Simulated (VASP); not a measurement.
```
CdTe
1.0
    0.00000     3.23801     3.23801
    3.23801     0.00000     3.23801
    3.23801     3.23801     0.00000
Cd Te
1 1
Direct
  0.00000   0.00000   0.00000
  0.25000   0.25000   0.25000
```

Computed with PBE GGA, VASP's PBE PAW potentials (set 64) (plane waves; VASP). Run with 480 eV cut-off, 6×6×6 Γ-centred mesh, Gaussian smearing of 0.050 eV, potentials Cd Te.

Unless said otherwise, spin-orbit coupling is left out, though it shifts the bands of the heavy elements here.

Question: Predict the energy per atom (σ→0), pressure, band gap (on the k-mesh) with the smallest direct gap where there is one.

Answer: 
```
Quantity                                      Value
-----------------------------------  --------------
band gap (on the k-mesh)                    0.78 eV
smallest direct gap (on the k-mesh)         0.78 eV
energy per atom (σ→0)                -2.384 eV/atom
pressure                                   2.81 GPa
```

The compound is CdTe in the zinc blende structure. This cell was strained or had an atom moved on purpose.
